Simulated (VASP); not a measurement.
Computed with vdW-DF-cx, VASP's PBE PAW potentials (set 64) (plane waves; VASP).

VASP input:

File POSCAR:
```
Tb
1
    1.8000000000    -3.1176910000     0.0000000000
    1.8000000000     3.1176910000     0.0000000000
    0.0000000000     0.0000000000     5.6900000000
Tb
2
Direct
  0.3333330000   0.6666670000   0.2500000000
  0.6666670000   0.3333330000   0.7500000000
```

### INCAR
```
SYSTEM = Tb
PREC = Accurate; ENCUT = 520; LREAL = F
LASPH = T
EDIFF = 1E-6; NELM = 100; ALGO = Normal
LMAXMIX = 6
ISMEAR = 1; SIGMA = 0.1
GGA = CX; LUSE_VDW = T; AGGAC = 0.0
IBRION = 2; NSW = 60; ISIF = 3
EDIFFG = -0.01
LWAVE = F; LCHARG = F
```

**KPOINTS**
```
Automatic mesh
0
Gamma
  11 11 6
```

POTCAR, in this order: Tb_3 (PBE.64 set). Program: vasp_std.

**Question.** What will the output report for the number of irreducible k-points (NKPTS), largest plane-wave count, number of space-group operations, FFT grid (NGX, NGY, NGZ)?

**Answer.** 
```json
{
 "number of irreducible k-points (NKPTS)": "64",
 "largest_plane_wave_count": "1743",
 "number_of_space_group_operations": "24",
 "FFT grid (NGX, NGY, NGZ)": "28 × 28 × 42"
}
```

The compound is Tb in the hcp structure. This run relaxes it. Symmetry was kept, so distortions that lower it aren't found. The 4f electrons are frozen in the core of the lanthanide potential, so 4f levels, which can set the real gap, and their magnetism are missing.
